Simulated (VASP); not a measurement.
Computed with AM05 GGA, VASP's PBE PAW potentials (set 64) (plane waves; VASP).

A VASP calculation is set up with these files.

### KPOINTS
```
Automatic
0
Gamma
7 7 4
```

INCAR:
```
! general
SYSTEM  = GaN
PREC    = Accurate
ENCUT   = 520
LREAL   = F   ! projection in real space or not
LASPH   = T

! electronic loop
EDIFF   = 1E-6   ! SCF stop (eV)
NELM    = 100   ! most electronic steps
ALGO    = Normal   ! blocked Davidson
LMAXMIX = 4

! smearing
ISMEAR  = 0
SIGMA   = 0.05

! functional
GGA     = AM   ! AM05

! ions
IBRION  = 2   ! conjugate gradients
NSW     = 60   ! most ionic steps
ISIF    = 3
EDIFFG  = -0.02   ! ionic stop

! output
LWAVE   = F
LCHARG  = F
```

### POSCAR
```
GaN
1
    1.5905298190    -2.7548784197     0.0000000000
    1.5905298190     2.7548784197     0.0000000000
    0.0000000000     0.0000000000     5.1773251999
Ga N
2 2
Direct
  0.6666670000   0.3333330000   0.5000215750
  0.3333330000   0.6666670000   0.0000215750
  0.6666670000   0.3333330000   0.8769784250
  0.3333330000   0.6666670000   0.3769784250
```

POTCAR, in this order: Ga_d N (PBE.64 set). Program: vasp_std.

Problem. What will the output report for the number of irreducible k-points (NKPTS), largest plane-wave count, number of space-group operations, FFT grid (NGX, NGY, NGZ)?

Solution. 
| Item | Value |
|---|---|
| number of irreducible k-points (NKPTS) | 24 |
| largest plane-wave count | 1237 |
| number of space-group operations | 12 |
| FFT grid (NGX, NGY, NGZ) | 24 × 24 × 40 |

The compound is GaN in the wurtzite structure. It was relaxed first. The start is the result of an earlier pass.
